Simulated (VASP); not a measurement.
# AlB3P4 (P-4m2) in VASP: further runs

Runs on AlB3P4. Level: PBE. Tasks: equation of state.

Everything below comes from runs of VASP 6.6.1. Logs are shortened: lines on timing, memory, paths and dates and some standing lists are left out, and cuts for length are marked.

**1. Starting point**

Symmetry: P-4m2, No. 115, tetragonal system. The conventional cell has a = 3.344 Å, b = 3.344 Å, c = 9.833 Å, α = 90.00°, β = 90.00°, γ = 90.00°. Al (site symmetry -4m2) is surrounded by 4 P at 2.30 Å. B (site symmetry 2mm) is surrounded by 4 P at 2.00 to 2.01 Å. B (site symmetry -4m2) is surrounded by 4 P at 2.01 Å. P (site symmetry 2mm) is surrounded by 4 B at 2.01 Å. P (site symmetry 2mm) has 2 B at 2.00 Å and 2 Al at 2.30 Å as nearest neighbours.

The cell was built by a generator and needn't be a form met in nature.

**2. Equation of state, PBE, 13.74 Å³/atom**

Input file INCAR:

```
SYSTEM = AlB3P4
ALGO = Normal
EDIFF = 1E-6
EDIFFG = -0.02
ENCUT = 520
GGA = PE
IBRION = 2
ISIF = 4
ISMEAR = 0
KPAR = 4
LASPH = .TRUE.
LCHARG = .FALSE.
LREAL = .FALSE.
LWAVE = .FALSE.
NELM = 100
NSW = 30
PREC = Accurate
SIGMA = 0.1
```

Input file KPOINTS:

```
k-points
0
G
  10 10 4
  0 0 0
```

Input file POSCAR:

```
AlB3P4
1.0
    3.3435800000      0.0000000000      0.0000000000
    0.0000000000      3.3435800000      0.0000000000
    0.0000000000      0.0000000000      9.8333600000
Al B P
1 3 4
Direct
    0.0000000000      0.0000000000      0.0000000000
    0.5000000000      0.5000000000      0.7273140000
    0.0000000000      0.0000000000      0.5000000000
    0.5000000000      0.5000000000      0.2726860000
    0.0000000000      0.5000000000      0.6136170000
    0.5000000000      0.0000000000      0.3863830000
    0.0000000000      0.5000000000      0.1608160000
    0.5000000000      0.0000000000      0.8391840000
```

Potentials or basis: VASP PAW PBE potentials, release 64 (Al, B, P).

Started as:

```
$ cat potpaw_PBE.64/Al/POTCAR potpaw_PBE.64/B/POTCAR potpaw_PBE.64/P/POTCAR > POTCAR
$ mpirun -np 4 vasp_std > vasp.out
```

OUTCAR:

```text
SYSTEM = AlB3P4
   EDIFF = 1E-6
   EDIFFG = -0.02
   ENCUT = 520
   GGA = PE
   IBRION = 2
   ISIF = 4
   ISMEAR = 0
   LASPH = .TRUE.
   LREAL = .FALSE.
   NELM = 100
   NSW = 30
   PREC = Accurate

 ion  position               nearest neighbor table
   1  0.000  0.000  0.000-   7 2.30   8 2.30   7 2.30   8 2.30
   2  0.500  0.500  0.727-   8 2.00   8 2.00   5 2.01   5 2.01
   3  0.000  0.000  0.500-   5 2.01   6 2.01   5 2.01   6 2.01
   4  0.500  0.500  0.273-   7 2.00   7 2.00   6 2.01   6 2.01
   5  0.000  0.500  0.614-   3 2.01   3 2.01   2 2.01   2 2.01
   6  0.500  0.000  0.386-   3 2.01   3 2.01   4 2.01   4 2.01
   7  0.000  0.500  0.161-   4 2.00   4 2.00   1 2.30   1 2.30
   8  0.500  0.000  0.839-   2 2.00   2 2.00   1 2.30   1 2.30

  LATTYP: Found a simple tetragonal cell.
 ALAT       =     3.3435800000
 C/A-ratio  =     2.9409674660

  Lattice vectors:

 A1 = (   3.3435800000,   0.0000000000,   0.0000000000)
 A2 = (   0.0000000000,   3.3435800000,   0.0000000000)
 A3 = (   0.0000000000,   0.0000000000,   9.8333600000)

Analysis of symmetry for initial positions (statically):
=====================================================================
 Subroutine PRICEL returns:
 Original cell was already a primitive cell.

 Routine SETGRP: Setting up the symmetry group for a
 simple tetragonal supercell.

 Subroutine GETGRP returns: Found  8 space group operations
 (whereof  8 operations were pure point group operations)
 out of a pool of 16 trial point group operations.

The static configuration has the point symmetry D_2d.

Analysis of symmetry for dynamics (positions and initial velocities):
=====================================================================
 Subroutine PRICEL returns:
 Original cell was already a primitive cell.

 Routine SETGRP: Setting up the symmetry group for a
 simple tetragonal supercell.

 Subroutine GETGRP returns: Found  8 space group operations
 (whereof  8 operations were pure point group operations)
 out of a pool of 16 trial point group operations.

The dynamic configuration has the point symmetry D_2d.

 Subroutine INISYM returns: Found  8 space group operations
 (whereof  8 operations are pure point group operations),
 and found     1 'primitive' translations

----------------------------------------------------------------------------------------

                                     Primitive cell

  volume of cell :     109.9323

  direct lattice vectors                    reciprocal lattice vectors
     3.343580000  0.000000000  0.000000000     0.299080626  0.000000000  0.000000000
     0.000000000  3.343580000  0.000000000     0.000000000  0.299080626  0.000000000
     0.000000000  0.000000000  9.833360000     0.000000000  0.000000000  0.101694639

  length of vectors
     3.343580000  3.343580000  9.833360000     0.299080626  0.299080626  0.101694639

  position of ions in fractional coordinates (direct lattice)
     0.000000000  0.000000000  0.000000000
     0.500000000  0.500000000  0.727314000
     0.000000000  0.000000000  0.500000000
     0.500000000  0.500000000  0.272686000
     0.000000000  0.500000000  0.613617000
     0.500000000  0.000000000  0.386383000
     0.000000000  0.500000000  0.160816000
     0.500000000  0.000000000  0.839184000

  ion indices of the primitive-cell ions
   primitive index   ion index
                 1           1
                 2           2
                 3           3
                 4           4
                 5           5
                 6           6
                 7           7
                 8           8

----------------------------------------------------------------------------------------

 KPOINTS: k-points

Automatic generation of k-mesh.
 Grid dimensions read from file:
 generate k-points for:   10   10    4

 Generating k-lattice:

  Cartesian coordinates                     Fractional coordinates (reciprocal lattice)
     0.029908063  0.000000000  0.000000000     0.100000000  0.000000000  0.000000000
     0.000000000  0.029908063  0.000000000     0.000000000  0.100000000  0.000000000
     0.000000000  0.000000000  0.025423660     0.000000000  0.000000000  0.250000000

  Length of vectors
     0.029908063  0.029908063  0.025423660

  Shift w.r.t. Gamma in fractional coordinates (k-lattice)
     0.000000000  0.000000000  0.000000000

 Subroutine IBZKPT returns following result:
 ===========================================

 Found     63 irreducible k-points:

 Following reciprocal coordinates:
            Coordinates               Weight
  0.000000  0.000000  0.000000      1.000000
  0.100000  0.000000  0.000000      4.000000
  0.200000  0.000000  0.000000      4.000000
  0.300000  0.000000  0.000000      4.000000
  0.400000  0.000000  0.000000      4.000000
  0.500000  0.000000  0.000000      2.000000
[... 16 lines left out ...]
  0.100000  0.000000  0.250000      8.000000
  0.200000  0.000000  0.250000      8.000000
 [... further k-points ...]
   k-points           NKPTS =     63   k-points in BZ     NKDIM =     63   number of bands    NBANDS=     21
   number of dos      NEDOS =    301   number of ions     NIONS =      8
   total plane-waves  NPLWV =  62720
   dimension x,y,z NGX =    28 NGY =   28 NGZ =   80
   dimension x,y,z NGXF=    56 NGYF=   56 NGZF=  160
   ions per type =               1   3   4
   NGX,Y,Z   is equivalent  to a cutoff of  13.92, 13.92, 13.53 a.u.
   NGXF,Y,Z  is equivalent  to a cutoff of  27.84, 27.84, 27.05 a.u.
 SYSTEM =  AlB3P4
   PREC   = accura    normal or accurate (medium, high low for compatibility)
   ISTART =      0    job   : 0-new  1-cont  2-samecut
   ICHARG =      2    charge: 1-file 2-atom 10-const
   ISPIN  =      1    spin polarized calculation?
   LNONCOLLINEAR =      F non collinear calculations
   LSORBIT =      F    spin-orbit coupling
   LASPH  =      T    aspherical Exc in radial PAW
   ENCUT  =  520.0 eV  38.22 Ry    6.18 a.u.   6.22  6.22 18.28*2*pi/ulx,y,z
   NELM   =    100;   NELMIN=  2; NELMDL= -5     # of ELM steps
   EDIFF  = 0.1E-05   stopping-criterion for ELM
   LREAL  =      F    real-space projection
   EDIFFG = -.2E-01   stopping-criterion for IOM
   NSW    =     30    number of steps for IOM
   IBRION =      2    ionic relax: 0-MD 1-quasi-New 2-CG
   NFREE  =      1    steps in history (QN), initial steepest desc. (CG)
   ISIF   =      4    stress and relaxation
   ISYM   =      2    0-nonsym 1-usesym 2-fastsym
   POTIM  = 0.5000    time-step for ionic-motion
   TEBEG  =    0.0;   TEEND  =   0.0 temperature during run
   PSTRESS=    0.0 pullay stress
   NELECT =      32.0000    total number of electrons
   NUPDOWN=      -1.0000    fix difference up-down
   EMIN   =  10.00;   EMAX   =-10.00  energy-range for DOS
   EFERMI =   0.00;   METHOD = LEGACY
   ISMEAR =     0;   SIGMA  =   0.10  broadening in eV -4-tet -1-fermi 0-gaus
   EFERMI_NEDOS =   21; number of points for ismear=-14 and -15
   IALGO  =     38    algorithm
   IMIX   =      4    mixing-type and parameters
     AMIX     =   0.40;   BMIX     =  1.00
     AMIX_MAG =   1.60;   BMIX_MAG =  1.00
  volume/ion in A,a.u.               =      13.74        92.73
  Fermi-wavevector in a.u.,A,eV,Ry     =   1.084967  2.050290 16.016132  1.177153
  Thomas-Fermi vector in A             =   2.221069
   LORBIT       =      0    0 simple, 1 ext, 2 COOP (PROOUT), +10 PAW based schemes
   GGA     = PE    functional components
   LHFCALC =     F    Hartree Fock is set to
   AEXX    =    0.0000 exact exchange contribution
   IVDW    =     0    specifies the selected vdW correction
   LEPSILON=     F    determine dielectric tensor
   LRPA    =     F    only Hartree local field effects (RPA)
 conjugate gradient relaxation of ions
 non-spin polarized calculation
 Gauss-broadening in eV      SIGMA  =   0.10
  energy-cutoff  :      520.00
  volume of cell :      109.93
 maximum number of plane-waves:      3008
 NGX is ok and might be reduce to    28
   NGX = 13   NGY = 13   NGZ = 37

 number of electron      32.0000000 magnetization

 Free energy of the ion-electron system (eV)
  ---------------------------------------------------
  ext. energy  EPLUGINS =         0.00000000
  ---------------------------------------------------
  free energy    TOTEN  =       -47.76996212 eV

  energy without entropy =      -47.76996049  energy(sigma->0) =      -47.76996131

 E-fermi :   7.5300     XC(G=0): -10.3858

 val. band max:        7.2800772739   @ k =   0.0000   0.0000   0.0000
 cond. band min:       7.7902773729   @ k =   0.4000   0.4000   0.0000
 fundamental gap:      0.5102000991
 Fermi energy:         7.5300437404

 k-point     1 :       0.0000    0.0000    0.0000
  band No.  band energies     occupation
      1      -7.9267      2.00000
      2      -6.7911      2.00000
      3      -5.8802      2.00000
      4      -3.6194      2.00000
      5      -1.1501      2.00000
      6       2.6979      2.00000
[... 13 lines left out ...]
     20       8.7446      0.00000
     21      10.1075      0.00000

 k-point     2 :       0.1000    0.0000    0.0000
  band No.  band energies     occupation
      1      -7.8180      2.00000
      2      -6.6903      2.00000
      3      -5.7843      2.00000
      4      -3.5873      2.00000
      5      -1.0795      2.00000
      6       1.9310      2.00000
[... 13 lines left out ...]
     20       9.3418      0.00000
     21      10.1816      0.00000
[... 487 lines left out ...]
      5      -0.6281      2.00000
      6       1.3220      2.00000
[... 13 lines left out ...]
     20       9.4306      0.00000
     21      10.0053      0.00000

 k-point    24 :       0.2000    0.0000    0.2500
  band No.  band energies     occupation
      1      -7.4639      2.00000
      2      -6.5551      2.00000
      3      -5.2194      2.00000
      4      -3.8390      2.00000
      5      -0.6548      2.00000
      6       0.4723      2.00000
[... 13 lines left out ...]
     20      10.1929      0.00000
     21      10.8017      0.00000

 [... further k-points ...]

------------------------ aborting loop because EDIFF is reached ----------------------------------------

  FORCE on cell =-STRESS in cart. coord.  units (eV):
  Direction    XX          YY          ZZ          XY          YZ          ZX
  --------------------------------------------------------------------------------------
  -------------------------------------------------------------------------------------
  Total       -0.0001117     -0.0001117     -0.0001348      0.0000000      0.0000000      0.0000000
  in kB       -0.0016276     -0.0016276     -0.0019647      0.0000000      0.0000000      0.0000000
  external PRESSURE =      -0.0017399 kB  Pullay stress =       0.0000000 kB

 VOLUME and BASIS-vectors are now :
 -----------------------------------------------------------------------------
  energy-cutoff  :      520.00
  volume of cell :      109.93
      direct lattice vectors                 reciprocal lattice vectors
     3.343580000  0.000000000  0.000000000     0.299080626  0.000000000  0.000000000
     0.000000000  3.343580000  0.000000000     0.000000000  0.299080626  0.000000000
     0.000000000  0.000000000  9.833360000     0.000000000  0.000000000  0.101694639

 POSITION                                       TOTAL-FORCE (eV/Angst)
 -----------------------------------------------------------------------------------
      0.00000      0.00000      0.00000         0.000000      0.000000     -0.000000
      1.67179      1.67179      7.15194         0.000000     -0.000000      0.002371
      0.00000      0.00000      4.91668        -0.000000      0.000000     -0.000000
      1.67179      1.67179      2.68142         0.000000      0.000000     -0.002371
      0.00000      1.67179      6.03392         0.000000      0.000000      0.001387
      1.67179      0.00000      3.79944         0.000000      0.000000     -0.001387
      0.00000      1.67179      1.58136         0.000000      0.000000     -0.000765
      1.67179      0.00000      8.25200         0.000000      0.000000      0.000765
 -----------------------------------------------------------------------------------
    total drift:                               -0.000000     -0.000000      0.000000

  FREE ENERGIE OF THE ION-ELECTRON SYSTEM (eV)
  ---------------------------------------------------
  free  energy   TOTEN  =       -47.7699621207 eV

  energy  without entropy=      -47.7699604911  energy(sigma->0) =      -47.76996131

 reached required accuracy - stopping structural energy minimisation
```

Wall time 28 s (4 MPI ranks of AMD EPYC 9R14 (Zen 4), shared host); peak memory 0.29 GiB.

Results:

```
Free energy            : -47.7700 eV
Pressure               : 0.0 GPa
Band gap on the k mesh : 0.51 eV, indirect (least direct gap 0.60 eV)
```

**3. Equation of state, PBE, 13.33 Å³/atom (volume scaled by 0.97)**

INCAR is that of step 2.

KPOINTS is that of step 2.

POSCAR, as its differences from that of step 2:

```diff
@@ -2,5 +2,5 @@
 1.0
-    3.3435800000      0.0000000000      0.0000000000
-    0.0000000000      3.3435800000      0.0000000000
-    0.0000000000      0.0000000000      9.8333600000
+    3.3098041554      0.0000000000      0.0000000000
+    0.0000000000      3.3098041554      0.0000000000
+    0.0000000000      0.0000000000      9.7340263399
 Al B P
```

Potentials or basis: VASP PAW PBE potentials, release 64 (Al, B, P).

Started as:

```
$ cat potpaw_PBE.64/Al/POTCAR potpaw_PBE.64/B/POTCAR potpaw_PBE.64/P/POTCAR > POTCAR
$ mpirun -np 4 vasp_std > vasp.out
```

It took 58 s on 4 MPI ranks of AMD EPYC 9R14 (Zen 4), shared host; peak memory 0.29 GiB.

Results (log left out):

```
Free energy            : -47.7256 eV
Pressure               : 4.3 GPa
Largest force          : 0.007 eV/Å
Band gap on the k mesh : 0.40 eV, indirect (least direct gap 0.52 eV)
```

**4. Equation of state, PBE, 14.15 Å³/atom (volume scaled by 1.03)**

INCAR is that of step 3.

KPOINTS is that of step 3.

POSCAR, as its differences from that of step 3:

```diff
@@ -2,5 +2,5 @@
 1.0
-    3.3098041554      0.0000000000      0.0000000000
-    0.0000000000      3.3098041554      0.0000000000
-    0.0000000000      0.0000000000      9.7340263399
+    3.3766869056      0.0000000000      0.0000000000
+    0.0000000000      3.3766869056      0.0000000000
+    0.0000000000      0.0000000000      9.9307263322
 Al B P
```

Started as:

```
$ cat potpaw_PBE.64/Al/POTCAR potpaw_PBE.64/B/POTCAR potpaw_PBE.64/P/POTCAR > POTCAR
$ mpirun -np 4 vasp_std > vasp.out
```

Run time: 47 s. Hardware: 4 MPI ranks of AMD EPYC 9R14 (Zen 4), shared host; peak memory 0.3 GiB.

It converged, with:

| Property | Result |
| --- | --- |
| Free energy | -47.7318 eV |
| Pressure | -3.7 GPa |
| Largest force | 0.018 eV/Å |
| Band gap on the k mesh | 0.59 eV, indirect (least direct gap 0.66 eV) |

**5. Equation of state, PBE, 12.92 Å³/atom (volume scaled by 0.94)**

INCAR is that of step 4.

KPOINTS is that of step 4.

POSCAR, as its differences from that of step 4:

```diff
@@ -2,5 +2,5 @@
 1.0
-    3.3766869056      0.0000000000      0.0000000000
-    0.0000000000      3.3766869056      0.0000000000
-    0.0000000000      0.0000000000      9.9307263322
+    3.2753245214      0.0000000000      0.0000000000
+    0.0000000000      3.2753245214      0.0000000000
+    0.0000000000      0.0000000000      9.6326228580
 Al B P
```

Started as:

```
$ cat potpaw_PBE.64/Al/POTCAR potpaw_PBE.64/B/POTCAR potpaw_PBE.64/P/POTCAR > POTCAR
$ mpirun -np 4 vasp_std > vasp.out
```

It took 48 s on 4 MPI ranks of AMD EPYC 9R14 (Zen 4), shared host; peak memory 0.26 GiB.

The run converged. Its results:

```
Free energy            : -47.5857 eV
Pressure               : 9.3 GPa
Largest force          : 0.015 eV/Å
Band gap on the k mesh : 0.29 eV, indirect (least direct gap 0.44 eV)
```

**6. Equation of state, PBE, 14.57 Å³/atom (volume scaled by 1.06)**

INCAR is that of step 5.

KPOINTS is that of step 5.

POSCAR, as its differences from that of step 5:

```diff
@@ -2,5 +2,5 @@
 1.0
-    3.2753245214      0.0000000000      0.0000000000
-    0.0000000000      3.2753245214      0.0000000000
-    0.0000000000      0.0000000000      9.6326228580
+    3.4091570408      0.0000000000      0.0000000000
+    0.0000000000      3.4091570408      0.0000000000
+    0.0000000000      0.0000000000     10.0262199435
 Al B P
```

Potentials or basis: VASP PAW PBE potentials, release 64 (Al, B, P).

Started as:

```
$ cat potpaw_PBE.64/Al/POTCAR potpaw_PBE.64/B/POTCAR potpaw_PBE.64/P/POTCAR > POTCAR
$ mpirun -np 4 vasp_std > vasp.out
```

Wall time 64 s (4 MPI ranks of AMD EPYC 9R14 (Zen 4), shared host); peak memory 0.31 GiB.

The run converged. Its results:

```yaml
Free_energy: -47.6225 eV
Pressure: -6.9 GPa
Largest_force: 0.014 eV/Å
Band_gap_on_the_k_mesh: 0.65 eV, indirect (least direct gap 0.73 eV)
```

**7. Equation of state, PBE, 12.50 Å³/atom (volume scaled by 0.91)**

INCAR is that of step 6.

KPOINTS is that of step 6.

POSCAR, as its differences from that of step 6:

```diff
@@ -2,5 +2,5 @@
 1.0
-    3.4091570408      0.0000000000      0.0000000000
-    0.0000000000      3.4091570408      0.0000000000
-    0.0000000000      0.0000000000     10.0262199435
+    3.2401032484      0.0000000000      0.0000000000
+    0.0000000000      3.2401032484      0.0000000000
+    0.0000000000      0.0000000000      9.5290382401
 Al B P
```

Started as:

```
$ cat potpaw_PBE.64/Al/POTCAR potpaw_PBE.64/B/POTCAR potpaw_PBE.64/P/POTCAR > POTCAR
$ mpirun -np 4 vasp_std > vasp.out
```

Run time: 62 s. Hardware: 4 MPI ranks of AMD EPYC 9R14 (Zen 4), shared host; peak memory 0.25 GiB.

It converged, with:

* Free energy: -47.3354 eV
* Pressure: 15.1 GPa
* Largest force: 0.011 eV/Å
* Band gap on the k mesh: 0.16 eV, indirect (least direct gap 0.34 eV)

**8. Equation of state, PBE, 14.98 Å³/atom (volume scaled by 1.09)**

INCAR is that of step 7.

KPOINTS is that of step 7.

POSCAR, as its differences from that of step 7:

```diff
@@ -2,5 +2,5 @@
 1.0
-    3.2401032484      0.0000000000      0.0000000000
-    0.0000000000      3.2401032484      0.0000000000
-    0.0000000000      0.0000000000      9.5290382401
+    3.4410201684      0.0000000000      0.0000000000
+    0.0000000000      3.4410201684      0.0000000000
+    0.0000000000      0.0000000000     10.1199283651
 Al B P
```

Started as:

```
$ cat potpaw_PBE.64/Al/POTCAR potpaw_PBE.64/B/POTCAR potpaw_PBE.64/P/POTCAR > POTCAR
$ mpirun -np 4 vasp_std > vasp.out
```

Run time: 83 s. Hardware: 4 MPI ranks of AMD EPYC 9R14 (Zen 4), shared host; peak memory 0.31 GiB.

It converged, with:

| Property | Result |
| --- | --- |
| Free energy | -47.4519 eV |
| Pressure | -9.7 GPa |
| Largest force | 0.018 eV/Å |
| Band gap on the k mesh | 0.71 eV, indirect (least direct gap 0.79 eV) |
